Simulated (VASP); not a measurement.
Wanted: the native input for a VASP 6.6.1 run.

```yaml
Task: relaxation of cell and atoms
Functional: PBEsol
Potentials_or_basis: VASP PAW PBE potentials, release 64 (Sn_d, Pb_d, Se)
Cutoff: 600 eV
k_mesh: 6 × 6 × 6
Occupations: gaussian, width 0.03 eV
Spin: no spin polarisation
Further_INCAR_settings: ALGO = Normal; EDIFF = 1e-06; IBRION = 2; EDIFFG = -0.01; NSW = 90; ISIF = 3
```

The structure of SnPb3Se4 lies in POSCAR:

```
SnPb3Se4
1.0
    0.0000000000      6.0959750000     -6.0959750000
   -6.0959750000      0.0000000000     -6.0959750000
   -6.0959750000      6.0959750000      0.0000000000
Sn Pb Se
2 6 8
Direct
    0.5000000000      0.5000000000      0.0000000000
    0.0000000000      0.5000000000      0.0000000000
    0.5000000000      0.0000000000      0.0000000000
    0.0000000000      0.0000000000      0.0000000000
    0.5000000000      0.5000000000      0.5000000000
    0.0000000000      0.5000000000      0.5000000000
    0.5000000000      0.0000000000      0.5000000000
    0.0000000000      0.0000000000      0.5000000000
    0.7500000000      0.7500000000      0.2500000000
    0.2500000000      0.7500000000      0.2500000000
    0.7500000000      0.2500000000      0.2500000000
    0.2500000000      0.2500000000      0.2500000000
    0.7500000000      0.7500000000      0.7500000000
    0.2500000000      0.7500000000      0.7500000000
    0.7500000000      0.2500000000      0.7500000000
    0.2500000000      0.2500000000      0.7500000000
```

The cell was built by a generator and needn't be a form met in nature.

One way to write it, as run:

INCAR

```
SYSTEM = SnPb3Se4
  ALGO = Normal
  EDIFF = 1E-6
  EDIFFG = -0.01
  ENCUT = 600
  GGA = PS
  IBRION = 2
  ISIF = 3
  ISMEAR = 0
  LASPH = .TRUE.
  LCHARG = .FALSE.
  LREAL = .FALSE.
  LUSENCCL = .FALSE.
  LWAVE = .FALSE.
  NELM = 80
  NSW = 90
  PREC = Accurate
  SIGMA = 0.03
```

KPOINTS

```
k-points
0
G
  6 6 6
  0 0 0
```

Potentials or basis: VASP PAW PBE potentials, release 64 (Sn_d, Pb_d, Se).

Command:

```console
$ cat potpaw_PBE.64/Sn_d/POTCAR potpaw_PBE.64/Pb_d/POTCAR potpaw_PBE.64/Se/POTCAR > POTCAR
$ mpirun -np 1 vasp_std > vasp.out
```

It gave:

```
Relaxed volume                         : 27.91 Å³/atom
Relaxed cell                           : a = 8.580 Å, b = 8.579 Å, c = 8.579 Å, α = 60.00°, β = 60.00°, γ = 60.00°
Space group after relaxing (to 0.05 Å) : Cmmm (No. 65)
Energy gained by relaxing              : 3.1 meV/atom
Ionic steps                            : 5
Pressure after relaxing                : 0.0 GPa
Largest force after relaxing           : 0.003 eV/Å
Band gap on the k mesh                 : 0.02 eV
```

Caveat: the PAW data sets were made with another functional, which shifts forces and pressure a little; spin-orbit coupling is left out, which as a rule narrows the gap of such compounds by several tenths of an eV.

Run time: 46 min on 1 × NVIDIA H100 80GB with 1 thread of AMD EPYC 7R13 Processor (Zen 3) (shared host), peak memory 2.8 GiB.
